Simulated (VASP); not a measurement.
A VASP calculation is set up with these files.

INCAR:
```
# general
SYSTEM =TiSi
PREC   =Accurate
ENCUT  =400   # plane-wave cut-off (eV)
LREAL  =F   # projection in real space or not
LASPH  =T

# electronic loop
EDIFF  =1E-6
NELM   =100   # most electronic steps
ALGO   =Normal
LMAXMIX=4   # l cut-off of mixed one-centre charges
LMIXTAU=T

# smearing
ISMEAR =1   # Methfessel-Paxton
SIGMA  =0.1

# functional
METAGGA=R2SCAN

# ions
IBRION =2   # conjugate gradients
NSW    =60   # most ionic steps
ISIF   =3   # ions, shape and volume
EDIFFG =-0.01   # ionic stop

# output
LWAVE  =F
LCHARG =F
```

### KPOINTS
```
Automatic mesh
0
Gamma
11 11 11
0 0 0
```

POSCAR:
```
TiSi
1
    3.1014481123    -0.0000000000     0.0000000000
   -0.0000000000     3.1014481123     0.0000000000
   -0.0000000000    -0.0000000000     3.1014481123
Ti Si
1 1
Direct
  0.0000000000   0.0000000000   0.0000000000
  0.5000000000   0.5000000000   0.5000000000
```

POTCAR, in this order: Ti_sv Si (PBE.64 set). Program: vasp_std.

Task: Write an equivalent input for Ansatz.

Result: One equivalent input (not run):
Ansatz 0.2 input:
```yaml
crystal:
  lattice:
    - [3.1014481, 0.0000000, 0.0000000]
    - [0.0000000, 3.1014481, 0.0000000]
    - [0.0000000, 0.0000000, 3.1014481]
  atoms:
    - { symbol: Ti, position: [0.0000000, 0.0000000, 0.0000000] }
    - { symbol: Si, position: [0.5000000, 0.5000000, 0.5000000] }
kpoints:
  mp_grid: { grid: [11, 11, 11] }
hamiltonian:
  xc: r2scan
  pseudopotentials: { kind: paw }
scf:
  occupations: { method: methfessel_paxton, width: 0.1 }
  max_iter: 100
relax:
  max_steps: 60
  f_tol: 0.01
  cell: {}
output: { forces: true, stress: true, eigenvalues: true }
```
The two are equivalent in intent, not identical: each code has its own PAW files, so the cut-off isn't converted (ENCUT is set for VASP's; basis.ecutwfc is left out, and Ansatz then takes the one that its files recommend); Ansatz stops its SCF on the density residual and VASP on the energy change (EDIFF).

The structure was generated: TiSi was put into the CsCl type type (Pm-3m), which need not be its known phase. It was relaxed first, which changed the volume by -32 %. The start is the result of an earlier pass.
